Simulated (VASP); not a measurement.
All values below come from PBEsol GGA, VASP's PBE PAW potentials (set 64) (plane waves; VASP).

VASP ran on this input.

### POSCAR
```
InSb
1
    0.0000000000     3.0923430445     3.0923430445
    3.0923430445     0.0000000000     3.0923430445
    3.0923430445     3.0923430445    -0.0000000000
In Sb
1 1
Direct
  0.0000000000   0.0000000000   0.0000000000
  0.2500000000   0.2500000000   0.2500000000
```

File KPOINTS:
```
Automatic mesh
0
Gamma
7 7 7
0 0 0
```

**INCAR**
```
# general
SYSTEM =InSb
PREC   =Accurate
ENCUT  =500
LREAL  =F
LASPH  =T

# electronic loop
EDIFF  =1E-6
NELM   =100
ALGO   =Normal
LMAXMIX=4

# smearing
ISMEAR =0
SIGMA  =0.05

# functional
GGA    =PS

# ions
IBRION =2
NSW    =40
ISIF   =3
EDIFFG =-0.02
PSTRESS=100

# output
LWAVE  =F
LCHARG =F
```

POTCAR, in this order: In_d Sb (PBE.64 set). Program: vasp_std.

The resulting files:

**OSZICAR**
```
       N       E                     dE             d eps       ncg     rms          rms(c)
DAV:   1     0.112633542852E+03    0.11263E+03   -0.80883E+03   520   0.141E+03
DAV:   2    -0.407101915095E+00   -0.11304E+03   -0.11068E+03   545   0.318E+02
DAV:   3    -0.741635369101E+01   -0.70093E+01   -0.69202E+01   685   0.863E+01
DAV:   4    -0.759727007583E+01   -0.18092E+00   -0.18087E+00   620   0.158E+01
DAV:   5    -0.760563389469E+01   -0.83638E-02   -0.83636E-02   756   0.285E+00    0.513E+00
DAV:   6    -0.745431238634E+01    0.15132E+00   -0.22241E-01   720   0.985E+00    0.292E+00
DAV:   7    -0.741909681226E+01    0.35216E-01   -0.10692E-01   690   0.427E+00    0.731E-01
DAV:   8    -0.741807537641E+01    0.10214E-02   -0.10610E-02   692   0.156E+00    0.387E-01
DAV:   9    -0.741837800959E+01   -0.30263E-03   -0.81903E-04   593   0.296E-01    0.866E-02
DAV:  10    -0.741839372862E+01   -0.15719E-04   -0.39694E-05   717   0.527E-02    0.484E-02
DAV:  11    -0.741841012433E+01   -0.16396E-04   -0.25296E-05   560   0.505E-02    0.236E-02
DAV:  12    -0.741841069080E+01   -0.56647E-06   -0.76132E-07   400   0.850E-03
   1 F= -.37270846E+01 E0= -.37270846E+01  d E =-.372708E+01
```

OUTCAR:
```
------------------------ aborting loop because EDIFF is reached ----------------------------------------
  FORCE on cell =-STRESS in cart. coord.  units (eV):
  Direction    XX          YY          ZZ          XY          YZ          ZX
  --------------------------------------------------------------------------------------
  Total        3.6540080      3.6540080      3.6540080     -0.0000000      0.0000000     -0.0000000
  in kB       98.9890334     98.9890334     98.9890334     -0.0000000      0.0000000     -0.0000000
  external PRESSURE =      -1.0109666 kB  Pullay stress =     100.0000000 kB
  volume of cell :       59.14
      direct lattice vectors                 reciprocal lattice vectors
     0.000000000  3.092343045  3.092343045    -0.161689694  0.161689694  0.161689694
     3.092343045  0.000000000  3.092343045     0.161689694 -0.161689694  0.161689694
     3.092343045  3.092343045  0.000000000     0.161689694  0.161689694 -0.161689694
  FREE ENERGIE OF THE ION-ELECTRON SYSTEM (eV)
  ---------------------------------------------------
  free  energy   TOTEN  =        -7.4184106908 eV

  energy  without entropy=       -7.4184106908  energy(sigma->0) =       -7.41841069
  enthalpy is  TOTEN    =        -3.7270846160 eV   P V=        3.6913260748

 reached required accuracy - stopping structural energy minimisation
```
(Selected blocks of OUTCAR.)

**OUTCAR**
```
 val. band max:        6.5737416210   @ k =   0.0000   0.0000   0.0000

 cond. band min:       7.1344632456   @ k =   0.0000   0.0000   0.0000


 Fermi energy:         6.8361905645

 k-point     1 :       0.0000    0.0000    0.0000
  band No.  band energies     occupation
      1      -8.3631      2.00000
      2      -8.3631      2.00000
      3      -8.3631      2.00000
      4      -8.2289      2.00000
      5      -8.2289      2.00000
      6      -5.1692      2.00000
      7       6.5737      2.00000
      8       6.5737      2.00000
      9       6.5737      2.00000
     10       7.1345      0.00000
     11       9.4529      0.00000
     12       9.4529      0.00000
     13       9.4529      0.00000

 k-point     2 :       0.1429    0.0000    0.0000
  band No.  band energies     occupation
      1      -8.3803      2.00000
      2      -8.3562      2.00000
      3      -8.3562      2.00000
      4      -8.2296      2.00000
      5      -8.2296      2.00000
      6      -4.9423      2.00000
      7       4.4203      2.00000
      8       6.2330      2.00000
      9       6.2330      2.00000
     10       7.9175      0.00000
     11       9.8896      0.00000
     12       9.8896      0.00000
     13      10.2441      0.00000

 k-point     3 :       0.2857    0.0000    0.0000
  band No.  band energies     occupation
      1      -8.4175      2.00000
      2      -8.3422      2.00000
      3      -8.3422      2.00000
      4      -8.2294      2.00000
      5      -8.2294      2.00000
      6      -4.3127      2.00000
      7       2.0891      2.00000
      8       5.6906      2.00000
      9       5.6906      2.00000
     10       7.5826      0.00000
     11      10.3638      0.00000
     12      10.3638      0.00000
     13      12.1905      0.00000

 k-point     4 :       0.4286    0.0000    0.0000
  band No.  band energies     occupation
      1      -8.4458      2.00000
      2      -8.3331      2.00000
      3      -8.3331      2.00000
...
```

Unless said otherwise, spin-orbit coupling is left out, though it shifts the bands of the heavy elements here.

The structure was generated: InSb was put into the zinc blende type (F-43m), which need not be its known phase. It was relaxed first under an external pressure of 10 GPa.
